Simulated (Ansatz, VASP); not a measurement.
**MgCd2P2: VASP beside Ansatz**

Aim: how closely do two programs agree when they are given the same cell, functional and k mesh? The two relaxations start from unlike cells of this crystal (the structure described is Ansatz's start), so only their ends are compared.

Program: Ansatz 0.2.0. Level of theory: plane waves, with VASP 6.6.1 beside it; relaxation of cell and atoms at PBE. Results are calculated unless marked as measured.

The structure was built from a prototype and need not be the compound's stable phase.

### 1. Set-up

The structure is trigonal, space group P-3m1 (No. 164). The conventional cell has a = 4.059 Å, b = 4.059 Å, c = 6.641 Å, α = 90.00°, β = 90.00°, γ = 120.00°. Cd has 4 P at 2.49 to 2.62 Å nearest. Nearest to P lie 4 Cd at 2.49 to 2.62 Å and 3 Mg at 2.83 Å. Nearest to Mg lie 6 P at 2.83 Å. As first built, before any earlier steps moved the atoms (in the runner's words): all As replaced by P and Ca replaced by Mg in the P-3m1 structure of CaCd2As2. Farther neighbours are not listed.

### 2. Ansatz: relaxation of cell and atoms, PBE

Ansatz runs on its default PAW (the set named soft_2) files.

The relaxed volume is the usual yardstick between codes: in a stiff, nearly cubic crystal its relative difference is about their pressure difference at one cell divided by the bulk modulus.

input.yaml

```yaml
crystal:
  lattice:
    - [4.05886026, 0.0, 0.0]
    - [-2.02943013, 3.51507609, 0.0]
    - [0.0, 0.0, 6.64059487]
  atoms:
    - { symbol: Cd, position: [0.66666667, 0.33333333, 0.3669] }
    - { symbol: Cd, position: [0.33333333, 0.66666667, 0.6331] }
    - { symbol: P, position: [0.66666667, 0.33333333, 0.7618] }
    - { symbol: P, position: [0.33333333, 0.66666667, 0.2382] }
    - { symbol: Mg, position: [0.0, 0.0, 0.0] }
kpoints:
  mp_grid: { grid: [6, 6, 4] }
scf:
  occupations: { method: fermi_dirac, width: 0.05 }
hamiltonian:
  xc: pbe
  pseudopotentials: { kind: paw }
output:
  forces: true
  stress: true
relax:
  f_tol: 0.02
  max_steps: 50
  cell: {}
```

Command:

```sh
$ ansatz run input.yaml --threads 4 --pin off --max-ram 8192MiB --backend cpu --events-out ev --progress --plain --runs-dir out
```

Numbers of over 12 decimals in the logs are rounded to 6 here.

The program printed:

```text
Engine: ansatz 0.2.0, x86_64-unknown-linux-gnu
Pseudopotentials: kind: paw
Pseudopotential: Cd, paw, valence charge 20, recommended cutoff 420 eV (normal), Cd.paw.azcp
Pseudopotential: P, paw, valence charge 5, recommended cutoff 420 eV (normal), P.paw.azcp
Pseudopotential: Mg, paw, valence charge 10, recommended cutoff 420 eV (normal), Mg.paw.azcp
Functional definition: PBE
  parameter kappa = 0.804
  parameter beta = 0.066725
  exchange = pbe_x(kappa = kappa, mu = beta*pi^2/3)
  correlation = pbe_c(beta = beta)
Crystal: 5 atoms, lattice volume = 94.743 Å³
Basis set: ecut = 420 eV, 1811 PW (Γ), exchange–correlation on 60×60×90 points (8 copies of the dense FFT grid, shifted against one another)
Bands: 36, of which v1, the nominal top of the filled ones, is band 30 counted from 1 (29 counted from 0)
Symmetry: 12 space group operations
Space group: P-3m1 (ITA 164), of the structure as read, at distance tolerance 4.6e-5 Å
k-points: 24 of 144
Non-local potential: Cd, projectors of the file, l = 0: 3, l = 1: 2, l = 2: 2, l = 3: 1
Non-local potential: P, projectors of the file, l = 0: 2, l = 1: 2, l = 2: 2
Non-local potential: Mg, projectors of the file, l = 0: 3, l = 1: 2, l = 2: 1
PAW form: soft (Blöchl's): semilocal exchange-correlation on the pseudo side does not see the compensation charge
PAW one-centre angular grid: Cd, 590 points (default); XC on 64 Gauss nodes
PAW one-centre angular grid: P, 110 points (default); XC on 64 Gauss nodes
PAW one-centre angular grid: Mg, 110 points (default); XC on 64 Gauss nodes
Initial density: superposition of atomic densities (neutral atoms: chi_scale 0, normalization atom), corrected by the library's trained network
Initial wavefunctions: pseudopotential atomic-orbital guess
Functional: x = pbe(κ = 0.804, μ = 0.219515), c = pbe(β = 0.066725)
SCF iter   1: F=—  HF=-19944.642481 eV  |F-HF|=—  |Δ(HF+E_count)|=         —  Δρ=1.38e-3  dr2=4.15e-3  ethr=1.77e-3  ⟨swp⟩=7.2  Hψ=3599  notcnv=0
preconditioner: auto → Resta (q_TF=auto, 2.528 Å⁻¹)  ε∞=5.4  [insulator: Δε(μ)=0.654 eV  Ē_g=10.878 eV  σ=0.050 eV  W_gap=1.00  n_scr=22 (ndim 8)  ℏωp=22.9 eV  f_vac=0.012  D(μ)=0.00/eV (n_scr^D=0)  ε∞_Penn≈5.4]
SCF iter   2: F=—  HF=-19944.643229 eV  |F-HF|=—  |Δ(HF+E_count)|=   7.48e-4  Δρ=6.67e-4  dr2=5.91e-4  ethr=6.92e-6  ⟨swp⟩=2.4  Hψ=1581  notcnv=0  defer=7
SCF iter   3: F=—  HF=-19944.643216 eV  |F-HF|=—  |Δ(HF+E_count)|=   1.30e-5  Δρ=2.58e-4  dr2=7.48e-5  ethr=9.85e-7  ⟨swp⟩=2.0  Hψ=1123  notcnv=0  defer=7
SCF iter   4: F=—  HF=-19944.643272 eV  |F-HF|=—  |Δ(HF+E_count)|=   5.55e-5  Δρ=8.29e-5  dr2=5.61e-6  ethr=1.25e-7  ⟨swp⟩=2.0  Hψ=1477  notcnv=0  defer=7
SCF iter   5: F=—  HF=-19944.643271 eV  |F-HF|=—  |Δ(HF+E_count)|=   3.33e-7  Δρ=2.56e-5  dr2=5.27e-7  ethr=9.35e-9  ⟨swp⟩=2.0  Hψ=1510  notcnv=0  defer=7
SCF iter   6: F=-19944.643271 eV  HF=-19944.643271 eV  |F-HF|=1.85e-8  |Δ(HF+E_count)|=   1.68e-7  Δρ=8.60e-6  dr2=5.42e-8  ethr=1.67e-10  ⟨swp⟩=5.0  Hψ=2921  notcnv=0
SCF 1 converged in 6 iterations: F = -19944.643271 eV  dr2 = 5.42e-8
  greatest PAW one-centre occupation: 1.000 electrons in one spin orbital (limit 2), on the Cd atom at site 1 (counted from 0), in its partial waves of l = 0
relax step   1: F+E_penalty+E_count = -19944.64327139 eV  Δ(F+E_penalty+E_count) = +0.000e0 eV  max|allowed force component| = 1.681e0 eV/Å  Δτ_max = 0.0000 Å  P = +11.211 GPa  Ω = 94.743 Å³  (6 SCF iters, dr2 threshold 1.00e-7 eV, accepted)
[...]
relax step   3: F+E_penalty+E_count = -19945.17011609 eV  Δ(F+E_penalty+E_count) = -2.819e-2 eV  max|allowed force component| = 4.805e-2 eV/Å  Δτ_max = 0.0579 Å  P = -0.464 GPa  Ω = 105.757 Å³  energy of the carried Pulay correction = -2.861e-3 eV  (6 SCF iters, dr2 threshold 5.00e-7 eV, accepted)
[...]
relax step   4: F+E_penalty+E_count = -19945.17269828 eV  Δ(F+E_penalty+E_count) = -2.582e-3 eV  max|allowed force component| = 1.912e-2 eV/Å  Δτ_max = 0.0087 Å  P = -0.084 GPa  Ω = 104.974 Å³  energy of the carried Pulay correction = -2.668e-3 eV  (5 SCF iters, dr2 threshold 5.00e-7 eV, accepted)
[...]
relax step   5: F+E_penalty+E_count = -19945.17305003 eV  Δ(F+E_penalty+E_count) = -3.517e-4 eV  max|allowed force component| = 4.118e-3 eV/Å  Δτ_max = 0.0033 Å  P = +0.015 GPa  Ω = 104.734 Å³  energy of the carried Pulay correction = -2.608e-3 eV  (5 SCF iters, dr2 threshold 1.06e-7 eV, accepted)
[...]
relax step   6: F+E_penalty+E_count = -19945.17563721 eV  Δ(F+E_penalty+E_count) = -2.587e-3 eV  max|allowed force component| = 4.155e-3 eV/Å  Δτ_max = 0.0000 Å  P = +0.020 GPa  Ω = 104.734 Å³  stress off target by 2.95e-2 GPa  SCF on the basis re-selected at this cell (its energy is not comparable with the rows above)  (7 SCF iters)
basis re-selected at this cell: Δ(F+E_penalty+E_count) = -2.587e-3 eV, ΔP = +0.005 GPa vs the last step (what re-selecting the basis moved, of the pressure what is left beyond the Pulay correction that the steps carried, after the strain that the cell walked since its last selection, with what the two solves' SCF thresholds leave and, on support functions, any second-order correction that the steps lacked; it is no measure of the basis error at this ecutwfc). The dense FFT grid was sized anew with the basis: this SCF ran on 30×30×48 points, the steps before it on 30×30×45, so part of this shift can come from that change (see relax.cell in the input reference). [rest of the remark cut]
SCF converged after 7 iterations
Free energy (F): -19945.175637 eV
Harris-Foulkes:  -19945.175637 eV  (|F-HF|=3.64e-12)
Internal energy: -19945.175403 eV  (E = F + TS)
E sigma→0 (E₀):  -19945.175520 eV
Entropy (-TS):   -0.000234 eV (-0.047 meV/atom)
Fermi energy:    9.722653 eV
--- Per-component energies (eV) ---
  E_band       = -1259.269467
  E_kinetic    = 1224.049426
  E_local      = -9348.096132  (includes V_loc(G=0)·N_el)
  E_nonlocal   = 228.887302
  E_hartree    = 4180.543626
  E_xc         = -505.687490
  E_vxc        = -602.623137  (∫ρ·V_xc dr)
  E_paw        = -9596.976283  (= ΣΔE_a)
  E_vpaw       = -1122.574234  (= ΣTr[D̂ρ^β])
  E_aug_tail   = 0.000029  (compensation charges beyond the density's cutoff)
  E_ewald      = -6127.895881
  E_smearing   = -0.000234  (= −TS)
  E_closure    = 0.000000  (closes the sum)
  Σ components = -19945.175637   (vs F -19945.175637, Δ=0.00e0)
--- Forces (eV/Å), atoms counted from 1 ---
  atom   1  Cd    -0.00000000     0.00000000     0.00415538
  atom   2  Cd    -0.00000000    -0.00000000    -0.00415538
  atom   3  P     -0.00000000     0.00000000     0.00326342
  atom   4  P      0.00000000    -0.00000000    -0.00326342
  atom   5  Mg    -0.00000000    -0.00000000     0.00000000
  max |Σ_I F_I| component: 1.85e-17 eV/Å
--- Stress (GPa, compression-positive) ---
        0.029540      -0.000000       0.000000
       -0.000000       0.029540       0.000000
        0.000000       0.000000       0.000118
  P = ⅓ Tr σ = 0.0197 GPa (0.197 kbar)
--- Relaxed structure (5 steps of the walk, 5 accepted, 1 SCFs on fresh bases) ---
  F+E_penalty+E_count = -19945.17563721 eV   max|allowed force component| = 4.155e-3 eV/Å   (the final SCF, on the basis selected at the relaxed cell)
  cell:  # Å, volume = 104.7335 Å³
    - [4.210347, 0.0, 0]
    - [-2.105174, 3.646268, 0]
    - [0, 0, 6.822118]
  atoms:
    - { symbol: Cd, position: [0.666667, 0.333333, 0.362731] }
    - { symbol: Cd, position: [0.333333, 0.666667, 0.637269] }
    - { symbol: P, position: [0.666667, 0.333333, 0.783067] }
    - { symbol: P, position: [0.333333, 0.666667, 0.216933] }
    - { symbol: Mg, position: [0, 0, -4.1796821156820423e-19] }
```

Reading the cycles: dr2 is the Hartree energy of the density residual (eV), the measure of convergence; HF is the Harris–Foulkes estimate of the energy, which meets the free energy F at convergence.

### 3. VASP: relaxation of cell and atoms, PBE

Its own start cell and the same functional, mesh and smearing now go to VASP, with its own data sets.

Lines of VASP's logs that name or quote its potential files are left out, and so is its time.

INCAR

```
SYSTEM = MgCd2P2
PREC = Accurate
ENCUT = 600
EDIFF = 1E-07
NELM = 120
ISMEAR = -1
SIGMA = 0.05
LREAL = .FALSE.
ALGO = Normal
GGA = PE
NBANDS = 24
LORBIT = 11
LWAVE = .FALSE.
LCHARG = .FALSE.
ISIF = 3
IBRION = 2
NSW = 80
EDIFFG = -0.005
LASPH = .TRUE.
GGA_COMPAT = .FALSE.
NELMIN = 4
EFERMI = MIDGAP
KPAR = 2
```

POSCAR

```
MgCd2P2
1.0
    4.2153776707      0.0000000000      0.0000000000
   -2.1076888353      3.6506242936      0.0000000000
    0.0000000000      0.0000000000      6.8181219284
Cd P Mg
2 2 1
Direct
    0.6666666667      0.3333333333      0.3628274907
    0.3333333333      0.6666666667      0.6371725093
    0.6666666667      0.3333333333      0.7840607073
    0.3333333333      0.6666666667      0.2159392927
    0.0000000000      0.0000000000      0.0000000000
```

KPOINTS

```
Automatic mesh
0
Gamma
6 6 4
0 0 0
```

The projector-augmented-wave data sets are Cd, P and Mg (PBE family, release 64).

Command:

```sh
$ mpirun -np 2 vasp_std
```

The program printed:

```text
[banner, memory and clock lines left out]
running    2 mpi-ranks, on    1 nodes
 distrk:  each k-point on    1 cores,    2 groups
 distr:  one band on    1 cores,    1 groups

 POSCAR found type information on POSCAR CdP Mg
 POSCAR found :  3 types and       5 ions
 LDA part: xc-table for (Slater+PW92), standard interpolation
 POSCAR, INCAR and KPOINTS ok, starting setup
 FFT: planning ... GRIDC
 FFT: planning ... GRID_SOFT
 FFT: planning ... GRID
 WAVECAR not read
 entering main loop
       N       E                     dE             d eps       ncg     rms          rms(c)
DAV:   1     0.238222781791E+03    0.23822E+03   -0.18528E+04  1152   0.153E+03
DAV:   2    -0.503488193666E+01   -0.24326E+03   -0.23502E+03  1288   0.342E+02
DAV:   3    -0.161525849407E+02   -0.11118E+02   -0.11025E+02  1440   0.732E+01
DAV:   4    -0.162416403268E+02   -0.89055E-01   -0.89021E-01  1304   0.619E+00
DAV:   5    -0.162427610989E+02   -0.11208E-02   -0.11207E-02  1464   0.685E-01    0.910E+00
DAV:   6    -0.148422770490E+02    0.14005E+01   -0.34403E+00  1416   0.176E+01    0.779E+00
DAV:   7    -0.148146697173E+02    0.27607E-01   -0.94533E-01  1376   0.499E+00    0.403E+00
DAV:   8    -0.148057455121E+02    0.89242E-02   -0.39793E-02  1344   0.213E+00    0.716E-01
DAV:   9    -0.148041676215E+02    0.15779E-02   -0.95056E-03  1384   0.103E+00    0.922E-02
DAV:  10    -0.148042552344E+02   -0.87613E-04   -0.67228E-04  1368   0.211E-01    0.713E-02
DAV:  11    -0.148043416756E+02   -0.86441E-04   -0.25430E-04  1296   0.878E-02    0.285E-02
DAV:  12    -0.148043341989E+02    0.74767E-05   -0.57017E-05  1392   0.555E-02    0.148E-02
DAV:  13    -0.148043354507E+02   -0.12518E-05   -0.52727E-06  1272   0.158E-02    0.461E-03
DAV:  14    -0.148043355452E+02   -0.94473E-07   -0.59138E-07  1232   0.370E-03
   1 F= -.14804336E+02 E0= -.14804211E+02  d E =-.148043E+02
 curvature:   0.00 expect dE= 0.000E+00 dE for cont linesearch  0.000E+00
 trial: gam= 0.00000 g(F)=  0.638E-06 g(S)=  0.193E-04 ort = 0.000E+00 (trialstep = 0.100E+01)
 search vector abs. value=  0.200E-04
 bond charge predicted
       N       E                     dE             d eps       ncg     rms          rms(c)
DAV:   1    -0.148045075327E+02   -0.17208E-03   -0.37319E-03  1328   0.650E-01    0.956E-02
DAV:   2    -0.148043561795E+02    0.15135E-03   -0.43848E-04  1328   0.279E-01    0.338E-02
DAV:   3    -0.148043444013E+02    0.11778E-04   -0.35169E-05  1328   0.519E-02    0.295E-02
DAV:   4    -0.148043447611E+02   -0.35989E-06   -0.56428E-06  1288   0.171E-02    0.321E-03
DAV:   5    -0.148043446491E+02    0.11200E-06   -0.17393E-06  1336   0.160E-02    0.230E-03
DAV:   6    -0.148043448796E+02   -0.23046E-06   -0.21330E-07   776   0.477E-03    0.860E-04
DAV:   7    -0.148043449109E+02   -0.31278E-07   -0.25632E-08   624   0.184E-03
   2 F= -.14804345E+02 E0= -.14804222E+02  d E =-.936569E-05
 trial-energy change:   -0.000009  1 .order   -0.000008   -0.000020    0.000004
 step:   0.8769(harm=  0.8429)  dis= 0.00008  next Energy=   -14.804345 (dE=-0.959E-05)
 reached required accuracy - stopping structural energy minimisation
```

Parts of OUTCAR (step 3):

```text
ion  position               nearest neighbor table
   1  0.667  0.333  0.363-   4 2.63   4 2.63   4 2.63   3 2.87   2 3.07   2 3.07   2 3.07   5 3.47
                             5 3.47   5 3.47
   2  0.333  0.667  0.637-   3 2.63   3 2.63   3 2.63   4 2.87   1 3.07   1 3.07   1 3.07   5 3.47
                             5 3.47   5 3.47
   3  0.667  0.333  0.784-   2 2.63   2 2.63   2 2.63   5 2.84   5 2.84   5 2.84   1 2.87
   4  0.333  0.667  0.216-   1 2.63   1 2.63   1 2.63   5 2.84   5 2.84   5 2.84   2 2.87
   5  0.000  0.000  0.000-   3 2.84   4 2.84   3 2.84   4 2.84   3 2.84   4 2.84   1 3.47   2 3.47
                             2 3.47   1 3.47   1 3.47   2 3.47

  LATTYP: Found a hexagonal cell.
 ALAT       =     4.2153776707
 C/A-ratio  =     1.6174403484

 Subroutine GETGRP returns: Found 12 space group operations
 (whereof 12 operations were pure point group operations)

The static configuration has the point symmetry D_3d.

 Found     24 irreducible k-points:

   k-points           NKPTS =     24   k-points in BZ     NKDIM =     24   number of bands    NBANDS=     24

   dimension x,y,z NGX =    36 NGY =   36 NGZ =   54
   dimension x,y,z NGXF=    72 NGYF=   72 NGZF=  108

   ENCUT  =  600.0 eV  44.10 Ry    6.64 a.u.   8.42  8.42 13.62*2*pi/ulx,y,z

   NELECT =      36.0000    total number of electrons

 k-points in reciprocal lattice and weights: Automatic mesh
   0.00000000  0.00000000  0.00000000       0.007
   0.16666667  0.00000000  0.00000000       0.042
   0.33333333  0.00000000  0.00000000       0.042
   0.50000000  0.00000000  0.00000000       0.021
   0.16666667  0.16666667  0.00000000       0.042
   0.33333333  0.16666667  0.00000000       0.083
   0.33333333  0.33333333  0.00000000       0.014
   0.00000000  0.00000000  0.25000000       0.014
   0.16666667  0.00000000  0.25000000       0.042
[...]
0.33333333  0.16666667  0.50000000       0.083
   0.33333333  0.33333333  0.50000000       0.014

 average (electrostatic) potential at core
       1 -38.2562       2 -38.2562       3 -84.3947       4 -84.3947       5 -38.7339

 E-fermi :   3.8348

 k-point     1 :       0.0000    0.0000    0.0000
  band No.  band energies     occupation
    ...
     14       2.7889      2.00000
     15       2.7889      2.00000
     16       3.4797      1.99835
     17       3.5726      1.98950
     18       3.5726      1.98950
     19       4.0621      0.02101
     20       5.0359      0.00000
     21       7.5735      0.00000
     22       7.7269      0.00000
     23       7.7269      0.00000
    ...

 k-point     2 :       0.1667    0.0000    0.0000
  band No.  band energies     occupation
    ...
     14       1.1061      2.00000
     15       2.0206      2.00000
     16       2.2735      2.00000
     17       3.4298      1.99939
     18       3.5126      1.99683
     19       5.2437      0.00000
     20       5.6677      0.00000
     21       7.1985      0.00000
     22       7.3729      0.00000
     23       8.2563      0.00000
    ...

 k-point     3 :       0.3333    0.0000    0.0000
  band No.  band energies     occupation
    ...
     14      -0.6287      2.00000
     15       0.4019      2.00000
     16       1.5469      2.00000
     17       2.5143      2.00000
     18       3.0642      2.00000
     19       4.7323      0.00000
     20       5.6506      0.00000
     21       6.9236      0.00000
     22       7.8688      0.00000
     23       8.3839      0.00000
    ...

  Total        0.0043592      0.0043592      0.0111225      0.0000000      0.0000000     -0.0000000
  in kB        0.0666132      0.0666132      0.1699623      0.0000000      0.0000000     -0.0000000
  external PRESSURE =       0.1010629 kB  Pullay stress =       0.0000000 kB

  energy-cutoff  :      600.00
  volume of cell :      104.85
      direct lattice vectors                 reciprocal lattice vectors
     4.214141517 -0.000000000 -0.000000000     0.237296255  0.137003051  0.000000000
    -2.107070758  3.649553753  0.000000000     0.000000000  0.274006103  0.000000000
    -0.000000000  0.000000000  6.817299602     0.000000000  0.000000000  0.146685647

 POSITION                                       TOTAL-FORCE (eV/Angst)
 -----------------------------------------------------------------------------------
      2.10707      1.21652      2.47359        -0.000000     -0.000000      0.002000
     -0.00000      2.43304      4.34371         0.000000      0.000000     -0.002000
      2.10707      1.21652      5.34509        -0.000000     -0.000000      0.000867
     -0.00000      2.43304      1.47221         0.000000      0.000000     -0.000867
      4.21414     -0.00000     -0.00000        -0.000000      0.000000      0.000000
 -----------------------------------------------------------------------------------
    total drift:                               -0.000000      0.000000     -0.000000

  FREE ENERGIE OF THE ION-ELECTRON SYSTEM (eV)
  ---------------------------------------------------
  free  energy   TOTEN  =       -14.8043449109 eV

  energy  without entropy=      -14.8040994639  energy(sigma->0) =      -14.80422219

 reached required accuracy - stopping structural energy minimisation

 total charge
# of ion       s       p       d       tot
------------------------------------------
    1        0.462   0.337   9.530  10.329
    2        0.462   0.337   9.530  10.329
    3        1.041   1.454   0.000   2.495
    4        1.041   1.454   0.000   2.495
    5        0.141   0.101   0.025   0.266
--------------------------------------------------
tot          3.147   3.682  19.085  25.914

[... 3 further parts left out ...]
```

The run keeps the 12 symmetry operations of its start, so it cannot find a distortion of lower symmetry.

### 4. Comparison

Known differences besides the potentials themselves: the data sets hold 60 valence electrons in Ansatz (on its default PAW (the set named soft_2) files) and 36 in VASP; the cutoff is 420 eV in Ansatz and 600 eV in VASP; Ansatz adds a Pulay correction to the stress that steers its cell, VASP none. Total energies have different zeros and are not compared.

Both answers:

| quantity | Ansatz | VASP | difference |
| --- | --- | --- | --- |
| volume (Å³) | 104.73 | 104.85 | -0.11 % |
| edge a after relaxation, in the typed setting (Å) | 4.210 | 4.214 | -0.09 % |
| edge c after relaxation, in the typed setting (Å) | 6.822 | 6.817 | +0.07 % |

### 5. Summary of results

| Quantity | Value |
| --- | --- |
| difference in volume (relaxation of cell and atoms, PBE) | -0.11 % |

The difference in volume is -0.11 % (relaxation of cell and atoms, PBE), within the 1.2 % picked in this series as the mark of a large difference, as far as the stopping tolerances let one tell. The data sets hold unlike numbers of valence electrons (60 in Ansatz and 36 in VASP), so part of the differences comes from the potentials. How closely two codes agree says nothing of how well the functional describes the real material.

[Lines on the potential files, build, host, timing and source positions are cut from VASP's logs without a mark.]

[Logs are printed without paths, hosts, clocks, repeated set-up lines and the standing remarks that a program may print on its own settings, such as how far it seeks lower states.]

[Hosts, paths, dates, database ids (printed as entryN), source tags and the programs' standing remarks are cut or masked in the printed files.]
